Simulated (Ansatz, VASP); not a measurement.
# Cross-check of TaTeSe (2H-TaSeTe monolayer) between VASP and Ansatz, part 2 of 2

Wanted: the spread between two codes on one cell, functional and k mesh. Of the first pair: The structure shown is the start of the Ansatz relaxation below; VASP solves that cell, so the two are compared at the walk's first step.

VASP 6.6.1 and Ansatz 0.2.0.

So far: Starting point; Ansatz: relaxation, PBE with D3(BJ); VASP: single point, PBE with D3(BJ), start cell, pair 1.

## 4. Side by side

Known differences besides the potentials themselves: Ansatz cuts the interaction across the vacuum, VASP repeats the sheet with a dipole correction; the data sets hold 45 valence electrons in Ansatz (on its PAW soft_1 files) and 23 in VASP; the cutoff is 420 eV in Ansatz and 400 eV in VASP. Total energies have different zeros and are not compared.

Forces (eV/Å; atoms numbered as in POSCAR):

```csv
atom,"Ansatz x, y, z","VASP x, y, z"
Te1,"0.000, 0.000, 1.597","0.000, 0.000, 1.588"
Ta2,"0.000, 0.000, 0.290","0.000, 0.000, 0.288"
Se3,"0.000, 0.000, -1.888","0.000, 0.000, -1.877"
```

The forces differ by 4.7 meV/Å r.m.s., which is 0.6 % of the r.m.s. force of 0.825 eV/Å (both taken over all components). With vacuum in the cell, a pressure given here is an average over mostly empty space and none of the material.

## 5. Ansatz: relaxation, PBE with D3(BJ)

This run makes the geometry at which the two programs are then compared.

The structure compared here is the end of the Ansatz relaxation.

File input.yaml:

```yaml
crystal:
  lattice:
    - [3.72226, 0.0, 0.0]
    - [-1.86113, 3.2235717195, 0.0]
    - [0.0, 0.0, 38.4074418531]
  atoms:
    - { symbol: Te, position: [0.3333333333, 0.6666666667, 0.4517353711] }
    - { symbol: Ta, position: [0.0, 0.0, 0.5035900551] }
    - { symbol: Se, position: [0.3333333333, 0.6666666667, 0.5482646289] }
  periodic: [true, true, false]
kpoints:
  mp_grid: { grid: [12, 12, 1] }
hamiltonian:
  xc: pbe
  dispersion: d3bj
  pseudopotentials: { kind: paw, azcp: { folder: soft_1 } }
scf:
  occupations: { method: fermi_dirac, width: 0.05 }
  convergence: { dr2_threshold: 1.0e-09 }
relax:
  f_tol: 0.004
  max_steps: 90
  cell: {}
output:
  write_potential: true
  write_density: true
  volumetric_format: npy
```

The run is started by

```sh
ansatz run input.yaml --threads 4 --pin off --max-ram 6144MiB --backend cpu --events-out ev --progress --plain --runs-dir out
```

Numbers of over 12 decimals in the logs are rounded to 6 here.

Output:

```text
[...]
Crystal: 3 atoms, lattice volume = 460.850 Å³
Basis set: ecut = 420 eV, 9033 PW (Γ), exchange–correlation on 50×50×540 points (8 copies of the dense FFT grid, shifted against one another)
Bands: 27, of which v1, the nominal top of the filled ones, is band 23 counted from 1 (22 counted from 0)
Symmetry: 6 space group operations
[...]
--- Relaxed structure (6 steps of the walk, 6 accepted, 1 SCFs on fresh bases) ---
[...]
cell:  # Å, volume = 418.6212 Å³
    - [3.547624, -1.2925641316244105e-17, 0]
    - [-1.773812, 3.072333, 0]
    - [0, 0, 38.4074418531]
  atoms:
    - { symbol: Te, position: [0.333333, 0.666667, 0.454157] }
    - { symbol: Ta, position: [0, -3.700743415524895e-17, 0.503952] }
    - { symbol: Se, position: [0.333333, 0.666667, 0.545482] }
[key lines of the parts left out:]
SCF converged after 5 iterations
Free energy (F): -22385.069102 eV
Fermi energy:    -4.981698 eV
P = ½ c Tr σ = -0.0004 N/m
```

## 6. VASP: single point, PBE with D3(BJ), relaxed cell, pair 2

The same cell, functional, mesh and smearing now go to VASP, with its own data sets.

File INCAR:

```
SYSTEM = TaTeSe
PREC = Accurate
ENCUT = 400
EDIFF = 1E-06
NELM = 120
ISMEAR = -1
SIGMA = 0.05
LREAL = .FALSE.
ALGO = Normal
GGA = PE
IVDW = 12
NBANDS = 17
LASPH = .TRUE.
LORBIT = 11
LWAVE = .FALSE.
LCHARG = .FALSE.
ISIF = 2
LDIPOL = .TRUE.
IDIPOL = 3
DIPOL = 0.5 0.5 0.501
LVHAR = .TRUE.
GGA_COMPAT = .FALSE.
NELMDL = -8
```

File POSCAR:

```
TaTeSe
1.0
    3.5476242598      0.0000000000      0.0000000000
   -1.7738121299      3.0723327320      0.0000000000
    0.0000000000      0.0000000000     38.4074418531
Te Ta Se
1 1 1
Direct
    0.3333333333      0.6666666667      0.4541569773
    0.0000000000      0.0000000000      0.5039515302
    0.3333333333      0.6666666667      0.5454815477
```

File KPOINTS:

```
Automatic mesh
0
Gamma
12 12 1
0 0 0
```

PAW data sets: Te, Ta_pv and Se (PBE family, release 64).

The run is started by

```sh
mpirun -np 1 vasp_std
```

Output:

```text
[... set-up lines as in an earlier step ...]
 entering main loop
       N       E                     dE             d eps       ncg     rms          rms(c)
DAV:   1     0.110309729278E+03    0.11031E+03   -0.84446E+03   854   0.747E+02
DAV:   2    -0.846992730219E+01   -0.11878E+03   -0.11470E+03   898   0.155E+02
DAV:   3    -0.208587254652E+02   -0.12389E+02   -0.12248E+02   964   0.511E+01
DAV:   4    -0.210916130063E+02   -0.23289E+00   -0.23240E+00  1073   0.803E+00
[...]
DAV:  24    -0.201203516122E+02   -0.75056E-05   -0.23364E-07   576   0.114E-03    0.369E-04
DAV:  25    -0.201203548378E+02   -0.32255E-05   -0.83516E-08   633   0.807E-04    0.220E-04
DAV:  26    -0.201203553971E+02   -0.55933E-06   -0.52170E-09   477   0.229E-04
   1 F= -.21139493E+02 E0= -.21126840E+02  d E =-.253069E-01
```

Parts of OUTCAR (step 6):

```text
 Edisp (eV)   -1.01914

  Total       0.02255     0.02255     0.06391    -0.00000     0.00000     0.00000
  in kB       0.08632     0.08632     0.24459    -0.00000     0.00000     0.00000
  external pressure =        0.14 kB  Pullay stress =        0.00 kB

 POSITION                                       TOTAL-FORCE (eV/Angst)
 -----------------------------------------------------------------------------------
     -0.00000      2.04822     17.44301         0.000000     -0.000000     -0.021374
      0.00000      0.00000     19.35549         0.000000      0.000000     -0.006703
     -0.00000      2.04822     20.95055        -0.000000      0.000000      0.028077
 -----------------------------------------------------------------------------------
    total drift:                                0.000000     -0.000000     -0.000435

  FREE ENERGIE OF THE ION-ELECTRON SYSTEM (eV)
  ---------------------------------------------------
  free  energy   TOTEN  =       -21.1394933168 eV

  energy  without entropy=      -21.1141864351  energy(sigma->0) =      -21.12683988

[... 1 part as in an earlier step ...]

[... 2 further parts left out ...]
[key lines of the parts left out:]
E-fermi :  -3.1811
```

## 7. Differences

What differs besides the data sets and the points named for the pairs above, as far as they apply: the data sets hold 45 valence electrons in Ansatz (on its PAW soft_1 files) and 23 in VASP. Total energies have different zeros and are not compared.

At this near-relaxed geometry the largest component of a force difference is 27 meV/Å. With vacuum in the cell, a pressure given here is an average over mostly empty space and none of the material.

## 8. What came out

```yaml
r_m_s_force_difference_single_point_pbe_with_d3_bj_start_cell_pair_1: 0.57 % of the r.m.s. force
r_m_s_force_difference_single_point_pbe_with_d3_bj_relaxed_cell_pair_2: 11 meV/Å
```

What this shows: The r.m.s. force difference is 11 meV/Å (single point, PBE with D3(BJ), relaxed cell, pair 2), within the 12 meV/Å picked in this series as the mark of a large difference. The data sets hold unlike numbers of valence electrons (45 in Ansatz and 23 in VASP), so part of the differences comes from the potentials. How closely two codes agree says nothing of how well the functional describes the real material.

[Lines on the potential files, build, host, timing and source positions are cut from VASP's logs without a mark.]

[Logs are printed without paths, hosts, clocks, repeated set-up lines and the standing remarks that a program may print on its own settings, such as how far it seeks lower states.]

[Hosts, paths, dates, database ids (printed as entryN), source tags and the programs' standing remarks are cut or masked in the printed files.]
